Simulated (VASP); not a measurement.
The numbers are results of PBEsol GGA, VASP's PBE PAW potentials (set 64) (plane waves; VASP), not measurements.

Input for VASP

**KPOINTS**
```
Automatic
0
gamma
  8 8 11
```

### INCAR
```
ALGO = Normal
EDIFF = 1E-6
EDIFFG = -0.02
ENCUT = 400
GGA = PS
IBRION = 2
ISIF = 3
ISMEAR = 1
ISPIN = 2
LASPH = .TRUE.
LCHARG = .FALSE.
LMAXMIX = 4
LORBIT = 10
LREAL = .FALSE.
LWAVE = .FALSE.
MAGMOM = 2.1 -0.0 -0.0
NELM = 100
NSW = 60
PREC = Accurate
SIGMA = 0.1
SYSTEM = MnSi2
```

File POSCAR:
```
MnSi2
1.0
  4.1720214763   0.0000000000   0.0000000000
 -2.0860107382   3.6130765268   0.0000000000
  0.0000000000   0.0000000000   2.4660102891
Mn Si
1 2
direct
  0.0000000000   0.0000000000   0.0000000000
  0.3333330000   0.6666670000   0.5000000000
  0.6666670000   0.3333330000   0.5000000000
```

POTCAR, in this order: Mn_pv Si (PBE.64 set). Program: vasp_std.

The moments were started parallel, and other spin orders were not tried in this run.

**Question.** What does the run give for the energy per atom (σ→0), cell moment, band gap (on the k-mesh)?

**Answer.** 
The energy per atom (σ→0) comes out as -6.939 eV/atom. The cell moment comes out as 2.05 μB and the band gap (on the k-mesh) comes out as none (metal, semimetal or under 0.01 eV).

File OSZICAR:
```
...
DAV:  11    -0.208157529145E+02   -0.57893E-02   -0.15150E-02  4886   0.960E-01    0.461E-01
DAV:  12    -0.208146175206E+02    0.11354E-02   -0.12907E-02  4295   0.873E-01    0.424E-01
DAV:  13    -0.208159446790E+02   -0.13272E-02   -0.33796E-03  3986   0.486E-01    0.112E-01
DAV:  14    -0.208159529323E+02   -0.82533E-05   -0.54121E-05  3916   0.607E-02    0.664E-02
DAV:  15    -0.208159560002E+02   -0.30679E-05   -0.17909E-05  4629   0.341E-02    0.353E-02
DAV:  16    -0.208159544788E+02    0.15215E-05   -0.54619E-06  3256   0.187E-02    0.145E-02
DAV:  17    -0.208159554259E+02   -0.94711E-06   -0.11777E-06  1933   0.995E-03
   1 F= -.20815955E+02 E0= -.20816189E+02  d E =-.208160E+02  mag=     2.0465
```

The structure was generated: MnSi2 was put into the AlB2 type (P6/mmm), which need not be its known phase. It was relaxed first, which changed the volume by -47 %. The start is the result of an earlier pass.
